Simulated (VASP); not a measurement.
Calculation: PBE GGA, VASP's PBE PAW potentials (set 64) (plane waves; VASP).

A VASP calculation is set up with these files.

KPOINTS:
```
Automatic
0
G
 10 10 10
0 0 0
```

**POSCAR**
```
LiCl
1
   -0.0000000000     2.5712641242     2.5712641242
    2.5712641242    -0.0000000000     2.5712641242
    2.5712641242     2.5712641242    -0.0000000000
Li Cl
1 1
Direct
  0.0000000000   0.0000000000   0.0000000000
  0.5000000000   0.5000000000   0.5000000000
```

**INCAR**
```
NSW = 20
PREC = Normal
ISIF = 2
SYSTEM = LiCl
GGA = PE
NELMIN = 4
EDIFF = 1E-5
SIGMA = 0.05   # width (eV)
LREAL = .FALSE.
ENCUT = 450   # plane-wave cut-off (eV)
ISMEAR = 0   # Gaussian
LCHARG = .FALSE.
LWAVE = .FALSE.
ALGO = Fast   # Davidson, then RMM-DIIS
LASPH = .TRUE.
EDIFFG = -0.03   # ionic stop
NELM = 100   # most electronic steps
IBRION = 2   # conjugate gradients
```

POTCAR, in this order: Li_sv Cl (PBE.64 set). Program: vasp_std.

Q: Predict the energy per atom (σ→0), band gap (on the k-mesh).

A: 
```
Quantity                           Value
------------------------  --------------
energy per atom (σ→0)     -3.697 eV/atom
band gap (on the k-mesh)         6.33 eV
```

File OSZICAR:
```
...
RMM:   7    -0.739101598698E+01   -0.29263E-02   -0.68583E-02   868   0.174E+00    0.911E-01
RMM:   8    -0.739455324192E+01   -0.35373E-02   -0.54381E-03   949   0.734E-01    0.199E-01
RMM:   9    -0.739449995835E+01    0.53284E-04   -0.18550E-03   996   0.354E-01    0.863E-02
RMM:  10    -0.739458323445E+01   -0.83276E-04   -0.73606E-04   978   0.215E-01    0.113E-01
RMM:  11    -0.739461955844E+01   -0.36324E-04   -0.22492E-04   956   0.119E-01    0.110E-02
RMM:  12    -0.739463642153E+01   -0.16863E-04   -0.10094E-04   786   0.736E-02    0.161E-02
RMM:  13    -0.739463924860E+01   -0.28271E-05   -0.34108E-05   727   0.448E-02
   1 F= -.73946392E+01 E0= -.73946392E+01  d E =-.739464E+01
```

The compound is LiCl in the rock salt structure. It was relaxed first.
